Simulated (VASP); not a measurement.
Consider the following.

```yaml
crystal:
  lattice:
    - [3.29860, 0.00000, 0.00000]
    - [-1.64930, 2.85667, 0.00000]
    - [0.00000, 0.00000, 5.02518]
  atoms:
    - { symbol: Mg, position: [0.33333, 0.66667, 0.98936] }
    - { symbol: Mg, position: [0.66667, 0.33333, 0.48936] }
    - { symbol: O, position: [0.33333, 0.66667, 0.38564] }
    - { symbol: O, position: [0.66667, 0.33333, 0.88564] }
```

All values below come from PBEsol GGA, VASP's PBE PAW potentials (set 64) (plane waves; VASP). Settings: 520 eV cut-off, 7×7×4 Γ-centred mesh, Gaussian smearing of 0.050 eV, potentials Mg O.

Q: What does the run give for the energy per atom (σ→0)?

A: 
The energy per atom (σ→0) comes out as -592.2 kJ/mol of atoms.

The structure was generated: MgO was put into the wurtzite type (P6_3mc), which need not be its known phase. It was relaxed first, which changed the volume by -13 %. The start is the result of an earlier pass.
